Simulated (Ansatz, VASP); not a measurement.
**Cross-check of Zr2SNO (Zr2NOS MXene bilayer, AA) between VASP and Ansatz**

Aim: how closely do two programs agree when they are given the same cell, functional and k mesh? Of the first pair: The structure shown is the start of the Ansatz relaxation below; VASP solves that cell, so the two are compared at the walk's first step.

Main program and level: Ansatz 0.2.0; plane waves, with VASP 6.6.1 beside it; single point at PBE with D3(BJ).

## Step 1: Starting point

The cell holds 10 atoms: 2 S, 4 Zr, 2 N and 2 O. Cell: a = 3.217 Å, b = 3.218 Å, c = 52.246 Å, α = 90.0°, β = 90.0°, γ = 120.0°. Vacuum lies along c. The height across the vacuum is the one that the program set for its solve, not the one typed.

Structure file:

```
S Zr N O
1.0
     3.21750    0.00000    0.00000
    -1.60875    2.78644    0.00000
     0.00000    0.00000   52.24610
S Zr N O
2 4 2 2
Direct
  0.33333 0.66667 0.13398
  0.33333 0.66667 0.29833
  0.66667 0.33333 0.16948
  0.33333 0.66667 0.21808
  0.66667 0.33333 0.33383
  0.33333 0.66667 0.38243
  0.00000 0.00000 0.19378
  0.00000 0.00000 0.35813
  0.66667 0.33333 0.24187
  0.66667 0.33333 0.40621
```

## Step 2: Ansatz: relaxation, PBE with D3(BJ)

Ansatz runs on its PAW soft_1 files.

The two programs are compared at the cell with which this relaxation starts, whose forces are those of its first step.

input.yaml reads:

```yaml
crystal:
  lattice:
    - [3.2175, 0.0, 0.0]
    - [-1.60875, 2.7864367367, 0.0]
    - [0.0, 0.0, 28.2230520913]
  atoms:
    - { symbol: S, position: [0.3333333333, 0.6666666667, 0.248024203] }
    - { symbol: Zr, position: [0.6666666667, 0.3333333333, 0.3137394537], spin: 1.0 }
    - { symbol: "N", position: [0.0, 0.0, 0.358721824] }
    - { symbol: Zr, position: [0.3333333333, 0.6666666667, 0.4037041943], spin: 1.0 }
    - { symbol: O, position: [0.6666666667, 0.3333333333, 0.4477377572] }
    - { symbol: S, position: [0.3333333333, 0.6666666667, 0.5522622428] }
    - { symbol: Zr, position: [0.6666666667, 0.3333333333, 0.6179774936], spin: -1.0 }
    - { symbol: "N", position: [0.0, 0.0, 0.6629598639] }
    - { symbol: Zr, position: [0.3333333333, 0.6666666667, 0.707942234], spin: -1.0 }
    - { symbol: O, position: [0.6666666667, 0.3333333333, 0.751975797] }
  periodic: [true, true, false]
magnetization:
  spin_polarized: true
kpoints:
  mp_grid: { grid: [12, 12, 1] }
hamiltonian:
  xc: pbe
  dispersion: d3bj
  pseudopotentials: { kind: paw, azcp: { folder: soft_1 } }
scf:
  occupations: { method: fermi_dirac, width: 0.05 }
relax:
  f_tol: 0.01
  max_steps: 90
  cell: {}
```

Launch:

```bash
$ ansatz run input.yaml --threads 4 --pin off --max-ram 8192MiB --backend cpu --events-out ev --progress --plain --runs-dir out
```

Numbers of over 12 decimals in the logs are rounded to 6 here.

What it wrote:

```text
Warning: crystal.periodic: the lattice vector that does not repeat stood 0.000° off the slab's normal, 28.223 Å along it as the deck builds it. The run solves the slab on a vector along the normal, 52.246 Å long, with every atom where it was (on the deck's vector they left 14.00 Å outside them, and the widest stretch free of ions among them is 2.95 Å). A fractional position that the run reports is one of the run's ce [...]
crystal.periodic: the lattice vector that does not repeat stood 0.000° off the slab's normal, 28.223 Å along it as the deck builds it. The run solves the slab on a vector along the normal, 52.246 Å long, with every atom where it was (on the deck's vector they left 14.00 Å outside them, and the widest stretch free of ions among them is 2.95 Å). A fractional position that the run reports is one of the run's cell, which [...]
Engine: ansatz 0.2.0, aarch64-unknown-linux-gnu
Pseudopotentials: kind: paw
Pseudopotential: S, paw, valence charge 6, recommended cutoff 420 eV (normal), soft_1/S.paw.azcp
Pseudopotential: Zr, paw, valence charge 12, recommended cutoff 420 eV (normal), soft_1/Zr.paw.azcp
Pseudopotential: N, paw, valence charge 5, recommended cutoff 420 eV (normal), soft_1/N.paw.azcp
Pseudopotential: O, paw, valence charge 6, recommended cutoff 420 eV (normal), soft_1/O.paw.azcp
Functional definition: PBE
  parameter kappa = 0.804
  parameter beta = 0.066725
  exchange = pbe_x(kappa = kappa, mu = beta*pi^2/3)
  correlation = pbe_c(beta = beta)
Crystal: 10 atoms, lattice volume = 468.405 Å³
Basis set: ecut = 420 eV, 9307 PW (Γ), exchange–correlation on 48×48×720 points (8 copies of the dense FFT grid, shifted against one another)
Bands: 53, of which v1, the nominal top of the filled ones, is band 41 counted from 1 (40 counted from 0)
Symmetry: 6 space group operations
Space group: P3m1 (ITA 156), of the structure as read, at distance tolerance 7.8e-5 Å
Magnetic group: BNS 156.49 (UNI 1279), of the structure as read, at distance tolerance 7.8e-5 Å
[...]
iter 11 did not close the SCF: its close was put off for a magnetic moment that had not settled (scf_convergence_deferred on its scf_iter line)
SCF iter  11: F=-20460.842918 eV  HF=-20460.842918 eV  |F-HF|=2.78e-8  |Δ(HF+E_count)|=   1.08e-8  Δρ=4.75e-7 (↑4.75e-7 ↓4.00e-7)  dr2=2.90e-8  dr2_m=8.35e-11  M=0.000 μB ∫|m|=0.000 μB  β_m=0.61  ethr=6.16e-11  ⟨swp⟩=6.2  Hψ=7999  notcnv=0
SCF iter  12: F=-20460.842918 eV  HF=-20460.842918 eV  |F-HF|=1.80e-9  |Δ(HF+E_count)|=   1.06e-9  Δρ=1.51e-7 (↑1.51e-7 ↓1.18e-7)  dr2=2.03e-9  dr2_m=1.48e-11  M=0.000 μB ∫|m|=0.000 μB  ethr=3.53e-11  ⟨swp⟩=3.7  Hψ=6511  notcnv=0
the starting moments were not kept: the SCF closed with an absolute magnetisation of 1.3e-5 μB, where they sum to 4 μB in size (4 sites). That is at most 0.1 of that sum. Measured as dr2_m measures the in/out step, that magnetisation stands 7.8e-12 eV from none, at or under the dr2_threshold of 5.1e-8 eV: it is no larger than a step whose dr2_m would equal this threshold.
SCF 14 converged in 12 iterations: F = -20460.842918 eV  dr2 = 2.03e-9
relax step  14: F+E_penalty+E_count = -20460.84291843 eV  Δ(F+E_penalty+E_count) = +5.103e-5 eV  max|allowed force component| = 2.480e-3 eV/Å  Δτ_max = 0.0043 Å  P = +0.017 N/m  Ω = 502.330 Å³  energy of the carried Pulay correction = -1.929e-4 eV  fix = [c, alpha, beta]  reactions: c +0.000 N/m  (12 SCF iters, dr2 threshold 5.05e-8 eV, accepted)
iter 1 solved again at ethr=2.73e-7 eV; its pass at ethr=3.10e-3 eV (dr2=2.24e-4 eV) is discarded
SCF iter   1: F=—  HF=-20460.843138 eV  |F-HF|=—  |Δ(HF+E_count)|=         —  Δρ=4.62e-6 (↑4.62e-6 ↓4.62e-6)  dr2=2.24e-8  dr2_m=1.63e-11  M=0.000 μB ∫|m|=0.000 μB  β_m=0.65  ethr=2.73e-7  ⟨swp⟩=6.8  Hψ=24116  notcnv=0
eigensolver tolerance schedule: the retry pair's looser diagonalisation over-reported the residual by 9982.31 of it (diagonalisation noise at 7.19 of the residual, at the tolerance the schedule requests for it); recorded, not acted on — ethr = c·dr2/N_el stays at c = 1.0e-1
preconditioner: auto → Resta (q_TF=auto, 2.017 Å⁻¹)  ε∞=2.6  [insulator: Δε(μ)=0.116 eV  Ē_g=9.265 eV  σ=0.050 eV  W_gap=0.51  n_scr=32 (ndim 8)  ℏωp=11.7 eV  f_vac=0.699  D(μ)=2.76/eV (n_scr^D=16)  ε∞_Penn≈2.6  vacuum switching on, ρ_ref=6.2e-3 e/Å³]
spin=Collinear: Resta preconditioning applied to the charge; magnetization (m = ρ↑ − ρ↓) channel mixes plain (no charge-response kernel on spin).
SCF iter   2: F=—  HF=-20460.843055 eV  |F-HF|=—  |Δ(HF+E_count)|=   8.31e-5  Δρ=1.76e-6 (↑1.76e-6 ↓1.76e-6)  dr2=1.79e-7  dr2_m=5.72e-12  M=0.000 μB ∫|m|=0.000 μB  β_m=0.30  ethr=2.73e-11  ⟨swp⟩=6.5  Hψ=8432  notcnv=0
SCF iter   3: F=—  HF=-20460.843031 eV  |F-HF|=—  |Δ(HF+E_count)|=   2.37e-5  Δρ=2.36e-6 (↑2.36e-6 ↓2.36e-6)  dr2=5.25e-7  dr2_m=7.22e-12  M=0.000 μB ∫|m|=0.000 μB  β_m=0.19  ethr=2.73e-11  ⟨swp⟩=3.1  Hψ=3158  notcnv=0  recentre
SCF iter   4: F=—  HF=-20460.843055 eV  |F-HF|=—  |Δ(HF+E_count)|=   2.40e-5  Δρ=1.61e-6 (↑1.61e-6 ↓1.61e-6)  dr2=8.56e-9  dr2_m=4.92e-12  M=0.000 μB ∫|m|=0.000 μB  β_m=0.30  ethr=2.73e-11  ⟨swp⟩=2.7  Hψ=2711  notcnv=0
SCF iter   5: F=—  HF=-20460.843092 eV  |F-HF|=—  |Δ(HF+E_count)|=   3.65e-5  Δρ=2.04e-7 (↑2.04e-7 ↓2.04e-7)  dr2=4.49e-10  dr2_m=1.10e-12  M=0.000 μB ∫|m|=0.000 μB  β_m=0.30  ethr=1.04e-11  ⟨swp⟩=3.8  Hψ=3577  notcnv=0
SCF iter   6: F=—  HF=-20460.843092 eV  |F-HF|=—  |Δ(HF+E_count)|=   7.32e-7  Δρ=6.27e-8 (↑6.12e-8 ↓6.27e-8)  dr2=1.45e-10  dr2_m=7.05e-13  M=0.000 μB ∫|m|=0.000 μB  β_m=0.47  ethr=1.00e-12  ⟨swp⟩=4.1  Hψ=4361  notcnv=0
SCF iter   7: F=—  HF=-20460.843093 eV  |F-HF|=—  |Δ(HF+E_count)|=   1.49e-7  Δρ=2.91e-8 (↑2.91e-8 ↓2.58e-8)  dr2=9.45e-11  dr2_m=2.30e-13  M=0.000 μB ∫|m|=0.000 μB  β_m=0.40  ethr=1.00e-12  ⟨swp⟩=2.0  Hψ=2327  notcnv=0
SCF iter   8: F=—  HF=-20460.843093 eV  |F-HF|=—  |Δ(HF+E_count)|=   3.15e-8  Δρ=2.07e-8 (↑2.07e-8 ↓2.00e-8)  dr2=6.48e-11  dr2_m=7.53e-14  M=0.000 μB ∫|m|=0.000 μB  β_m=0.42  ethr=1.00e-12  ⟨swp⟩=1.4  Hψ=2086  notcnv=0
SCF iter   9: F=—  HF=-20460.843093 eV  |F-HF|=—  |Δ(HF+E_count)|=   3.73e-9  Δρ=1.41e-8 (↑1.40e-8 ↓1.41e-8)  dr2=1.90e-11  dr2_m=3.80e-14  M=0.000 μB ∫|m|=0.000 μB  β_m=0.52  ethr=1.00e-12  ⟨swp⟩=1.1  Hψ=2051  notcnv=0
SCF iter  10: F=-20460.843093 eV  HF=-20460.843093 eV  |F-HF|=1.19e-8  |Δ(HF+E_count)|=   5.38e-9  Δρ=1.13e-8 (↑1.11e-8 ↓1.13e-8)  dr2=1.45e-11  dr2_m=2.09e-14  M=0.000 μB ∫|m|=0.000 μB  ethr=1.00e-12  ⟨swp⟩=8.8  Hψ=10763  notcnv=0
the starting moments were not kept: the SCF closed with an absolute magnetisation of 4.7e-7 μB, where they sum to 4 μB in size (4 sites). That is at most 0.1 of that sum. Measured as dr2_m measures the in/out step, that magnetisation stands 1.1e-14 eV from none, at or under the dr2_threshold of 1.7e-11 eV: it is no larger than a step whose dr2_m would equal this threshold.
SCF 15 converged in 10 iterations: F = -20460.843093 eV  dr2 = 1.45e-11
relax step  15: F+E_penalty+E_count = -20460.84309262 eV  Δ(F+E_penalty+E_count) = -1.742e-4 eV  max|allowed force component| = 2.485e-3 eV/Å  Δτ_max = 0.0000 Å  P = +0.018 N/m  Ω = 502.330 Å³  fix = [c, alpha, beta]  reactions: c +0.000 N/m  stress off target by 1.82e-2 N/m on what of the cell is left free  SCF on the basis re-selected at this cell (its energy is not comparable with the rows above)  (10 SCF iters)
basis re-selected at this cell: Δ(F+E_penalty+E_count) = -1.742e-4 eV, ΔP = +0.001 N/m vs the last step (what re-selecting the basis moved, of the pressure what is left beyond the Pulay correction that the steps carried, after the strain that the cell walked since its last selection, with what the two solves' SCF thresholds leave and, on support functions, any second-order correction that the steps lacked; it is no m [...]
SCF converged after 10 iterations
Magnetization: 0.0000 μB (41.0000 up, 41.0000 down)
Absolute magnetization: 0.0000 μB (∫|ρ↑−ρ↓|, with the PAW one-centre terms)
Spin contamination: 0.0000 ħ² per cell (⟨S²⟩ above its minimum at these occupations)
Per-site moments (μB) at R_I (Å): [(9.276121276797811e-9, 1.031477), (-2.6835883088715626e-8, 0.970230), (4.7328583400923566e-8, 0.966129), (-1.568265390079075e-8, 0.858844), (6.172450857711456e-9, 0.858844), (-8.081106246255113e-9, 1.035173), (4.121733982074428e-8, 0.969110), (-5.345808879403764e-8, 0.954521), (2.46929210363985e-8, 0.882381), (-3.5477229215995597e-9, 0.882381)]
Free energy (F): -20460.843093 eV
Harris-Foulkes:  -20460.843093 eV  (|F-HF|=1.19e-8)
Internal energy: -20460.819759 eV  (E = F + TS)
E sigma→0 (E₀):  -20460.831426 eV
Entropy (-TS):   -0.023334 eV (-2.333 meV/atom)
Fermi energy:    -5.135291 eV
--- Per-component energies (eV) ---
  E_band       = -1823.496260
  E_kinetic    = 2077.902063
  E_local      = -528824.663125  (includes V_loc(G=0)·N_el)
  E_nonlocal   = 535.552860
  E_hartree    = 263074.116450
  E_xc         = -1066.145198
  E_vxc        = -1239.841171  (∫ρ·V_xc dr)
  E_paw        = -13651.541356  (= ΣΔE_a)
  E_vpaw       = -520.682863  (= ΣTr[D̂ρ^β])
  E_aug_tail   = 0.003156  (compensation charges beyond the density's cutoff)
  E_ewald      = 257397.073851
  E_disp       = -3.118460  (pairwise vdW)
  E_smearing   = -0.023334  (= −TS)
  E_closure    = 0.000000  (closes the sum)
  Σ components = -20460.843093   (vs F -20460.843093, Δ=0.00e0)
--- Forces (eV/Å), atoms counted from 1 ---
  atom   1  S      0.00000000     0.00000000     0.00076472
  atom   2  Zr     0.00000000    -0.00000000     0.00019147
  atom   3  N      0.00000000    -0.00000000     0.00049808
  atom   4  Zr     0.00000000    -0.00000000     0.00103108
  atom   5  O      0.00000000    -0.00000000    -0.00100215
  atom   6  S      0.00000000     0.00000000    -0.00037005
  atom   7  Zr     0.00000000    -0.00000000     0.00144089
  atom   8  N      0.00000000    -0.00000000    -0.00248529
  atom   9  Zr     0.00000000     0.00000000     0.00038201
  atom  10  O      0.00000000    -0.00000000    -0.00045020
  max |Σ_I F_I| component: 5.54e-7 eV/Å
--- 2D stress c σ (N/m, compression-positive) ---
        0.018224       0.000000       0.000000
        0.000000       0.018224      -0.000000
        0.000000      -0.000000       0.000000
  P = ½ c Tr σ = 0.0182 N/m
--- Relaxed structure (13 steps of the walk, 12 accepted, 2 SCFs on fresh bases) ---
  F+E_penalty+E_count = -20460.84309262 eV   max|allowed force component| = 2.485e-3 eV/Å   (the final SCF, on the basis selected at the relaxed cell)
  cell:  # Å, volume = 502.3301 Å³
    - [3.331980, 0, 0]
    - [-1.665990, 2.885579, 0]
    - [0, 0, 52.246104]
  atoms:
    - { symbol: S, position: [0.333333, 0.666667, 0.148944] }
    - { symbol: Zr, position: [0.666667, 0.333333, 0.179521] }
    - { symbol: N, position: [0, 0, 0.205424] }
    - { symbol: Zr, position: [0.333333, 0.666667, 0.230995] }
    - { symbol: O, position: [0.666667, 0.333333, 0.246238] }
    - { symbol: S, position: [0.333333, 0.666667, 0.291407] }
    - { symbol: Zr, position: [0.666667, 0.333333, 0.322252] }
    - { symbol: N, position: [0, 0, 0.348065] }
    - { symbol: Zr, position: [0.333333, 0.666667, 0.372679] }
    - { symbol: O, position: [0.666667, 0.333333, 0.390584] }
```

[end of part 1 of 3]

[Lines on the potential files, build, host, timing and source positions are cut from VASP's logs without a mark.]

[Logs are printed without paths, hosts, clocks, repeated set-up lines and the standing remarks that a program may print on its own settings, such as how far it seeks lower states.]

[Hosts, paths, dates, database ids (printed as entryN), source tags and the programs' standing remarks are cut or masked in the printed files.]
